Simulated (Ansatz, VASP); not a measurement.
**Ni3Se: VASP beside Ansatz**

```
Se Ni
1.0
     5.15255    0.00000    0.00000
    -2.57628    4.46224    0.00000
     0.00000    0.00000    4.18344
Se Ni
2 6
Direct
  0.33333 0.66667 0.75000
  0.66667 0.33333 0.25000
  0.16410 0.32819 0.25000
  0.16410 0.83590 0.25000
  0.67181 0.83590 0.25000
  0.83590 0.67181 0.75000
  0.83590 0.16410 0.75000
  0.32819 0.16410 0.75000
```

The cell comes from a database or a generator and needn't be the stable form of this composition.

Alike in both runs: task single point; functional PBE; k mesh 6 × 6 × 7; occupations fermi-dirac, width 0.05 eV; collinear spin, ferromagnetic start.

```csv
,VASP,Ansatz
version,VASP 6.6.1,Ansatz 0.2.0
potentials or method,"VASP PAW PBE potentials, release 64 (Se, Ni)",Ansatz PAW
plane-wave cutoff (eV),520,420
valence electrons in the cell,72,140
```

```csv
,VASP,Ansatz,Ansatz less VASP
gap on the k mesh at the Fermi level (eV),none,none,-
pressure (GPa),2.4,2.4,-0.02
largest component of the traceless stress (GPa),0.14,0.19,+0.048
rms of the force components (eV/Å),0.023,0.027,+0.0035
net moment per atom (μB),0.16,0.18,+0.022
size of the moment on the site where the two differ most (μB),0.21,0.25,+0.034
```

Site moments also hang on the region over which each program counts them. Atom by atom the forces differ by 0.004 eV/Å (rms over components). A gap of «none» marks a metal or a gap that the smearing closes. The two sets of potentials don't hold the same shells in valence.

With open d or f shells a metallic result of PBE can be an artefact of self-interaction; +U or a hybrid may open a gap.
